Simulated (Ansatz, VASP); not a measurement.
# Cross-check of SiC between VASP and Ansatz, part 3 of 3

One calculation is typed for both programs; each brings its own data sets. How far apart do they land? The cell is taken from a series of runs on this material, whose earlier steps may have relaxed, scaled, displaced or heated it; both programs get it as it stands.

VASP 6.6.1 and Ansatz 0.2.0.

So far: The structure; VASP: zone-centre phonons, PBE.

## Step 3: Ansatz: zone-centre phonons, PBE

Level of this step: Ansatz beside VASP: Kohn-Sham DFT, plane waves, PBE (Ansatz).

Ansatz runs on its PAW soft_1 files.

The same cell, functional and mesh now go to Ansatz, which takes its cutoff from its data sets.

Input file input.yaml:

```yaml
crystal:
  lattice:
    - [3.0838250234, 0.0, 0.0]
    - [-1.5419125117, 2.6706708111, 0.0]
    - [0.0, 0.0, 10.0949375657]
  atoms:
    - { symbol: C, position: [0.6666666667, 0.3333333333, 0.7498082385] }
    - { symbol: C, position: [0.3333333333, 0.6666666667, 0.2498082385] }
    - { symbol: C, position: [0.0, 0.0, 0.5004460217] }
    - { symbol: C, position: [0.0, 0.0, 0.0004460217] }
    - { symbol: Si, position: [0.6666666667, 0.3333333333, 0.9378380394] }
    - { symbol: Si, position: [0.3333333333, 0.6666666667, 0.4378380394] }
    - { symbol: Si, position: [0.0, 0.0, 0.6879067004] }
    - { symbol: Si, position: [0.0, 0.0, 0.1879067004] }
kpoints:
  mp_grid: { grid: [9, 9, 4] }
hamiltonian:
  xc: pbe
  pseudopotentials: { kind: paw, azcp: { folder: soft_1 } }
scf:
  occupations: { method: fixed }
output:
  eigenvalues: true
phonons:
  method: dfpt
  dielectric: true
  rigid_motions: translations
```

Run with:

```sh
> ansatz run input.yaml --threads 8 --pin off --max-ram 16384MiB --backend cpu --events-out ev --progress --plain --runs-dir out
```

Numbers of over 12 decimals in the logs are rounded to 6 here.

The program printed:

```text
Engine: ansatz 0.2.0, x86_64-unknown-linux-gnu
Pseudopotentials: kind: paw
Pseudopotential: C, paw, valence charge 4, recommended cutoff 420 eV (normal), soft_1/C.paw.azcp
Pseudopotential: Si, paw, valence charge 4, recommended cutoff 420 eV (normal), soft_1/Si.paw.azcp
Functional definition: PBE
  parameter kappa = 0.804
  parameter beta = 0.066725
  exchange = pbe_x(kappa = kappa, mu = beta*pi^2/3)
  correlation = pbe_c(beta = beta)
Crystal: 8 atoms, lattice volume = 83.141 Å³
Basis set: ecut = 420 eV, 1605 PW (Γ), exchange–correlation on 48×48×144 points (8 copies of the dense FFT grid, shifted against one another)
Bands: 24, of which v1, the nominal top of the filled ones, is band 16 counted from 1 (15 counted from 0)
Symmetry: 12 space group operations
k-points: 95 of 324 (irreducible under 2 space group operations, time reversal used)
Non-local potential: C, projectors of the file, l = 0: 2, l = 1: 2, l = 2: 1
Non-local potential: Si, projectors of the file, l = 0: 2, l = 1: 2, l = 2: 1
PAW form: soft (Blöchl's): semilocal exchange-correlation on the pseudo side does not see the compensation charge
PAW one-centre angular grid: C, 110 points (default); XC on 64 Gauss nodes
PAW one-centre angular grid: Si, 110 points (default); XC on 64 Gauss nodes
Initial density: superposition of atomic densities (chi_scale 0.1, normalization cell, long waves kept (reshape's long-wave potential 0.00 eV rms))
Initial wavefunctions: pseudopotential atomic-orbital guess
Functional: x = pbe(κ = 0.804, μ = 0.219515), c = pbe(β = 0.066725)
SCF iter   1: F=—  HF=-3554.596525 eV  |F-HF|=—  |Δ(HF+E_count)|=         —  Δρ=1.37e-1  dr2=1.93e1  ethr=3.10e-3  ⟨swp⟩=5.0  Hψ=10595  notcnv=0  defer=507
preconditioner: auto → none  [insulator: Δε(μ)=4.089 eV  Ē_g=12.751 eV  n_scr=6 (ndim 8)  ℏωp=23.0 eV  f_vac=0.000  ε∞_Penn≈4.3]
SCF iter   2: F=—  HF=-3548.967010 eV  |F-HF|=—  |Δ(HF+E_count)|=    5.63e0  Δρ=4.94e-2  dr2=1.26e0  ethr=3.10e-3  ⟨swp⟩=4.1  Hψ=6322  notcnv=0  defer=557
SCF iter   3: F=—  HF=-3548.658786 eV  |F-HF|=—  |Δ(HF+E_count)|=   3.08e-1  Δρ=1.96e-2  dr2=1.65e-1  ethr=3.10e-3  ⟨swp⟩=2.4  Hψ=4121  notcnv=0  defer=558
SCF iter   4: F=—  HF=-3548.650367 eV  |F-HF|=—  |Δ(HF+E_count)|=   8.42e-3  Δρ=1.52e-3  dr2=1.36e-3  ethr=5.16e-4  ⟨swp⟩=2.0  Hψ=2205  notcnv=0  defer=568
SCF iter   5: F=—  HF=-3548.650862 eV  |F-HF|=—  |Δ(HF+E_count)|=   4.95e-4  Δρ=3.29e-4  dr2=1.37e-4  ethr=4.27e-6  ⟨swp⟩=2.2  Hψ=3611  notcnv=0  defer=570
SCF iter   6: F=—  HF=-3548.650840 eV  |F-HF|=—  |Δ(HF+E_count)|=   2.16e-5  Δρ=1.72e-4  dr2=1.04e-5  ethr=4.27e-7  ⟨swp⟩=2.0  Hψ=3056  notcnv=0  defer=519
SCF iter   7: F=—  HF=-3548.650849 eV  |F-HF|=—  |Δ(HF+E_count)|=   8.40e-6  Δρ=4.47e-5  dr2=2.21e-6  ethr=3.25e-8  ⟨swp⟩=2.0  Hψ=3394  notcnv=0  defer=330
SCF iter   8: F=—  HF=-3548.650846 eV  |F-HF|=—  |Δ(HF+E_count)|=   2.30e-6  Δρ=2.09e-5  dr2=2.16e-7  ethr=6.90e-9  ⟨swp⟩=2.1  Hψ=3169  notcnv=0  defer=283
SCF iter   9: F=—  HF=-3548.650846 eV  |F-HF|=—  |Δ(HF+E_count)|=   6.32e-8  Δρ=1.95e-6  dr2=2.11e-9  ethr=6.76e-10  ⟨swp⟩=2.2  Hψ=3187  notcnv=0  defer=283
SCF iter  10: F=-3548.650846 eV  HF=-3548.650846 eV  |F-HF|=9.60e-11  |Δ(HF+E_count)|=   3.91e-9  Δρ=4.33e-7  dr2=8.08e-11  ethr=1.00e-12  ⟨swp⟩=15.0  Hψ=19609  notcnv=0
SCF 1 converged in 10 iterations: F = -3548.650846 eV  dr2 = 8.08e-11
  greatest PAW one-centre occupation: 0.647 electrons in one spin orbital (limit 2), on the C atom at site 1 (counted from 0), in its partial waves of l = 0
NSCF: frozen V_eff on 4 k-points
DFPT response loops at Γ: preconditioner auto → Resta (q_TF=auto, 2.327 Å⁻¹)  ε∞=5.1 (no band partly filled); β = 1.00, the filter's whole step (`scf.mixing.beta` (0.50) is not read by the response loops at its default; to damp them type it under 1.00, their step now; it binds the ground state too); Broyden in place of MSR1
── the response to a field inside a basis, on 10×10×4 k-points: an SCF that follows is theirs, and a resumed run solves both again ──
Bands: 17, of which v1, the nominal top of the filled ones, is band 16 counted from 1 (15 counted from 0)
k-points: 60 of 400 (irreducible under 4 space group operations, time reversal used)
Initial density: handed on by an earlier stage of this run
Initial wavefunctions: pseudopotential atomic-orbital guess (no wavefunctions were taken with the density)
Eigensolver: Dense (60 Hₖ)
SCF iter   1: F=—  HF=-3548.638255 eV  |F-HF|=—  |Δ(HF+E_count)|=         —  Δρ=1.11e-4  dr2=2.67e-6  ethr=1.00e-1
preconditioner: auto → none  [insulator: Δε(μ)=2.399 eV  Ē_g=9.784 eV  n_scr=6 (ndim 8)  ℏωp=23.0 eV  f_vac=0.000  ε∞_Penn≈6.5]
SCF iter   2: F=—  HF=-3548.638258 eV  |F-HF|=—  |Δ(HF+E_count)|=   2.91e-6  Δρ=5.55e-5  dr2=6.17e-7  ethr=8.35e-9
SCF iter   3: F=-3548.638259 eV  HF=-3548.638259 eV  |F-HF|=6.57e-8  |Δ(HF+E_count)|=   1.08e-6  Δρ=6.83e-6  dr2=8.23e-8  ethr=1.93e-9
SCF 1 converged in 3 iterations: F = -3548.638259 eV  dr2 = 8.23e-8
DFPT response loops at Γ: preconditioner auto → Resta (q_TF=auto, 2.327 Å⁻¹)  ε∞=5.0 (no band partly filled); β = 1.00, the filter's whole step (`scf.mixing.beta` (0.50) is not read by the response loops at its default; to damp them type it under 1.00, their step now; it binds the ground state too); Broyden in place of MSR1
SCF converged after 10 iterations
Free energy (F): -3548.650846 eV
Harris-Foulkes:  -3548.650846 eV  (|F-HF|=9.60e-11)
Internal energy: -3548.650846 eV  (E = F + TS)
E sigma→0 (E₀):  -3548.650846 eV
Fermi energy:    9.491702 eV
--- Per-component energies (eV) ---
  E_band       = 113.281352
  E_kinetic    = 532.494941
  E_local      = -384.433712  (includes V_loc(G=0)·N_el)
  E_nonlocal   = 180.402161
  E_hartree    = 128.333405
  E_xc         = -422.390977
  E_vxc        = -434.418765  (∫ρ·V_xc dr)
  E_paw        = -2446.453572  (= ΣΔE_a)
  E_vpaw       = -37.430329  (= ΣTr[D̂ρ^β])
  E_aug_tail   = 0.000207  (compensation charges beyond the density's cutoff)
  E_ewald      = -1136.603300
  E_smearing   = -0.000000  (= −TS)
  E_closure    = 0.000000  (closes the sum)
  Σ components = -3548.650846   (vs F -3548.650846, Δ=0.00e0)
--- Band table (eV; the first three rows and the last of 95) ---
  k-point 0: bands = [... 12 lower, 8.9076, 9.4412, 9.4917, 9.4917, 14.5302, 15.1082, 15.7007, 15.7511, ... 4 higher]
  k-point 1: bands = [... 12 lower, 9.0781, 9.0781, 9.4361, 9.4361, 14.5842, 14.9598, 15.9342, 15.9654, ... 4 higher]
  k-point 2: bands = [... 12 lower, 9.2851, 9.2851, 9.2851, 9.2851, 14.7382, 14.7382, 16.1856, 16.1856, ... 4 higher]
  k-point 94: bands = [... 12 lower, 6.3021, 6.3021, 8.1004, 8.1004, 13.7911, 13.7911, 14.9880, 14.9880, ... 4 higher]
--- Phonons (Γ-DFPT): 8 representative perturbations + reference, on 95 of 324 k-points (Σ response iterations 26) ---
  k mesh reduced under 2 symmetry operations, with k and −k counted as one. Each operation leaves every solved perturbation unchanged. A smaller set is not considered because the run solves the response to a homogeneous field
  ASR residual: 1.684e-4 → 0.000e0 eV/Å²; symmetrization residual: 2.393e-5 eV/Å²
  ASR residual per site (eV/Å²): 1.68e-4 1.68e-4 1.19e-5 1.19e-5 3.18e-5 3.18e-5 5.35e-5 5.35e-5
  Γ frequencies (cm⁻¹): 0.00 0.00 0.00 190.48 190.48 198.13 198.13 257.20 257.20 394.50 402.30 598.33 757.69 757.69 766.09 766.09 770.86 774.25 774.25 785.82 785.82 823.78 896.82 905.34
  ε∞ (high-frequency dielectric tensor):
        6.996083     0.000000    -0.000000
        0.000000     6.996083    -0.000000
       -0.000000    -0.000000     7.294251
  ε⁰ (static dielectric tensor: ions relaxed, cell fixed):
       10.292385    -0.000000    -0.000000
        0.000000    10.292385    -0.000000
       -0.000000    -0.000000    10.974692
  ε⁰ − ε∞ (ionic part):
        3.296302    -0.000000    -0.000000
       -0.000000     3.296302    -0.000000
       -0.000000    -0.000000     3.680441
  softest optical mode at Γ: 190.48 cm⁻¹; the repairs (sum rule, projections) moved no ω² at Γ by more than (4.10 cm⁻¹)²
  Born effective charges Z* (e; rows j = field, columns β = displacement):
    site 0:
        -2.71149    0.00000    0.00000
         0.00000   -2.71149   -0.00000
        -0.00000   -0.00000   -2.74929
    site 1:
        -2.71149    0.00000    0.00000
        -0.00000   -2.71149    0.00000
         0.00000   -0.00000   -2.74929
    site 2:
        -2.66688   -0.00000    0.00000
        -0.00000   -2.66688    0.00000
        -0.00000    0.00000   -2.82173
    site 3:
        -2.66688    0.00000   -0.00000
         0.00000   -2.66688   -0.00000
         0.00000   -0.00000   -2.82173
    site 4:
         2.68549   -0.00000    0.00000
        -0.00000    2.68549   -0.00000
         0.00000    0.00000    2.64545
    site 5:
[...]
site 6:
[...]
site 7:
[...]
Z* charge neutrality: 8.303e-3 e pre-enforcement
  solved inside a basis spanned on kpoints, on 10×10×4 k-points, its susceptibility summed on 14×14×4: ε∞ is read to err by 2.6e-2, Z* by 1.6e-2 e (field_mesh: kpoints solves on kpoints); Z* is corrected for what the basis lacks
  optical modes at Γ without the LO–TO term, one row a degenerate level:
      ω (cm⁻¹)  modes    IR ((D/Å)²/amu)
[...]
optical modes at Γ + LO–TO along q̂ = [1.0000, 0.0000, 0.0000]:
      ω (cm⁻¹)  modes    IR ((D/Å)²/amu)
[...]
optical modes at Γ + LO–TO along q̂ = [0.0000, 1.0000, 0.0000]:
      ω (cm⁻¹)  modes    IR ((D/Å)²/amu)
[...]
optical modes at Γ + LO–TO along q̂ = [0.0000, 0.0000, 1.0000]:
      ω (cm⁻¹)  modes    IR ((D/Å)²/amu)
[...]
757.69      2             0.0983
        766.09      2             0.0000
        774.25      2             0.0000
        785.82      2           158.5571
        823.49      1             0.0521
        896.82      1             0.0000
        905.34      1             0.0000
        945.53      1            85.0997
```

## Step 4: Side by side

Known differences besides the potentials themselves: fixed occupations in Ansatz, narrow Gaussian smearing in VASP; VASP's response is taken on the typed mesh, Ansatz refines its own for the field response alone; the cutoff is 420 eV in Ansatz and 600 eV in VASP. Total energies have different zeros and are not compared.

Compared:

| quantity | Ansatz | VASP | difference |
| --- | --- | --- | --- |
| ε∞ xx | 7.00 | 7.05 | -0.79 % |
| ε∞ yy | 7.00 | 7.05 | -0.79 % |
| ε∞ zz | 7.29 | 7.30 | -0.03 % |
| Born charge of C1 (mean of the diagonal) (e) | -2.72 | -2.71 | -0.02 |
| Born charge of Si5 (mean of the diagonal) (e) | 2.67 | 2.65 | +0.02 |
| optical mode 1 to 2 (cm⁻¹) | 190.5 | 190.7 | -0.14 % |
| optical mode 3 to 4 (cm⁻¹) | 198.1 | 198.5 | -0.21 % |
| optical mode 5 to 6 (cm⁻¹) | 257.2 | 257.8 | -0.24 % |
| optical mode 7 (cm⁻¹) | 394.5 | 394.8 | -0.09 % |
| optical mode 8 (cm⁻¹) | 402.3 | 402.9 | -0.15 % |
| optical mode 9 (cm⁻¹) | 598.3 | 597.4 | +0.15 % |
| optical mode 10 to 11 (cm⁻¹) | 757.7 | 757.7 | +0.00 % |
| optical mode 12 to 13 (cm⁻¹) | 766.1 | 765.8 | +0.03 % |
| optical mode 14 (cm⁻¹) | 770.9 | 770.6 | +0.03 % |
| optical mode 15 to 16 (cm⁻¹) | 774.2 | 774.0 | +0.03 % |
| optical mode 17 to 18 (cm⁻¹) | 785.8 | 785.8 | +0.01 % |
| optical mode 19 (cm⁻¹) | 823.8 | 823.5 | +0.03 % |
| optical mode 20 (cm⁻¹) | 896.8 | 896.5 | +0.04 % |
| optical mode 21 (cm⁻¹) | 905.3 | 904.6 | +0.08 % |

Modes are paired by rising frequency, not by their patterns, so a pair may set unlike modes beside each other; they are those without the splitting of longitudinal modes.

## Step 5: Summary of results

| Property | Result |
| --- | --- |
| r.m.s. difference of the optical zone-centre modes, each program's sorted by frequency (zone-centre phonons, PBE) | 0.41 cm⁻¹ |
| difference in ε∞ xx (zone-centre phonons, PBE) | -0.8 % |

What this shows: The r.m.s. difference of the optical zone-centre modes, each program's sorted by frequency is 0.41 cm⁻¹ (zone-centre phonons, PBE). Among the rows given in per cent, the largest difference of the zone-centre phonons, PBE pair is in ε∞ xx, -0.8 %. How closely two codes agree says nothing of how well the functional describes the real material.

[Lines on the potential files, build, host, timing and source positions are cut from VASP's logs without a mark.]

[Logs are printed without paths, hosts, clocks, repeated set-up lines and the standing remarks that a program may print on its own settings, such as how far it seeks lower states.]

[Hosts, paths, dates, database ids (printed as entryN), source tags and the programs' standing remarks are cut or masked in the printed files.]
